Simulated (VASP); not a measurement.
An input for Quantum ESPRESSO's pw.x (written as the equivalent of a VASP run, and not itself run):

```
&CONTROL
  calculation = 'vc-relax'
  pseudo_dir = './pseudo'
  outdir = './out'
  tprnfor = .true.
  tstress = .true.
  nstep = 60
  forc_conv_thr = 0.00078
/
&SYSTEM
  ibrav = 0
  nat = 8
  ntyp = 3
  ecutwfc = 84
  occupations = 'smearing'
  smearing = 'gaussian'
  degauss = 0.003675
  input_dft = 'pbesol'
/
&ELECTRONS
  conv_thr = 7.3e-08
  electron_maxstep = 100
/
&IONS
/
&CELL
/
ATOMIC_SPECIES
  Al 26.982 Al.upf
  In 114.818 In.upf
  N 14.007 N.upf
CELL_PARAMETERS angstrom
    -2.3498639    2.3498639    4.5998217
     2.3498639   -2.3498639    4.5998217
     2.3498639    2.3498639   -4.5998217
ATOMIC_POSITIONS crystal
  Al   0.7500000  0.2500000  0.5000000
  Al   0.0000000  1.0000000  0.0000000
  In   0.2500000  0.7500000  0.5000000
  In   0.5000000  0.5000000  0.0000000
  N    0.6727252  0.1250000  0.0477252
  N    0.8750000  0.9227252  0.5477252
  N    0.0772748  0.6250000  0.9522748
  N    0.3750000  0.3272748  0.4522748
K_POINTS automatic
  6 6 6 0 0 0
```

**Question.** Translate this input to VASP (INCAR, KPOINTS, POSCAR, choice of POTCAR).

**Answer.** One answer among several that fit: 
INCAR:
```
SYSTEM = AlInN2
PREC = Accurate
ENCUT = 520
EDIFF = 1E-6
NELM = 100
ALGO = Normal
LREAL = .FALSE.
LASPH = .TRUE.
ISMEAR = 0
SIGMA = 0.05
GGA = PS
LMAXMIX = 4
LWAVE = .FALSE.
LCHARG = .FALSE.
IBRION = 2
ISIF = 3
NSW = 60
EDIFFG = -0.02
```

KPOINTS:
```
Automatic mesh
0
Gamma
6 6 6
0 0 0
```

**POSCAR**
```
AlInN2
1
   -2.3498639327     2.3498639327     4.5998216528
    2.3498639327    -2.3498639327     4.5998216528
    2.3498639327     2.3498639327    -4.5998216528
Al In N
2 2 4
Direct
  0.7500000000   0.2500000000   0.5000000000
  0.0000000000   1.0000000000   0.0000000000
  0.2500000000   0.7500000000   0.5000000000
  0.5000000000   0.5000000000   0.0000000000
  0.6727252440   0.1250000000   0.0477252440
  0.8750000000   0.9227252440   0.5477252440
  0.0772747560   0.6250000000   0.9522747560
  0.3750000000   0.3272747560   0.4522747560
```

POTCAR, in this order: Al In_d N (PBE.64 set). Program: vasp_std.

Limits of the translation: the potentials are each code's own (VASP's PAW set, PseudoDojo norm-conserving files in pw.x), so ENCUT and ecutwfc are chosen apart and not converted; conv_thr bounds pw.x's estimated SCF error, while EDIFF bounds the energy change between steps; forc_conv_thr acts on force components and is met together with etot_conv_thr.

The structure comes from a computed database's AlInN2 entry (I-42d); how it stands against other phases isn't given here. It was relaxed first. The start is the result of an earlier pass.
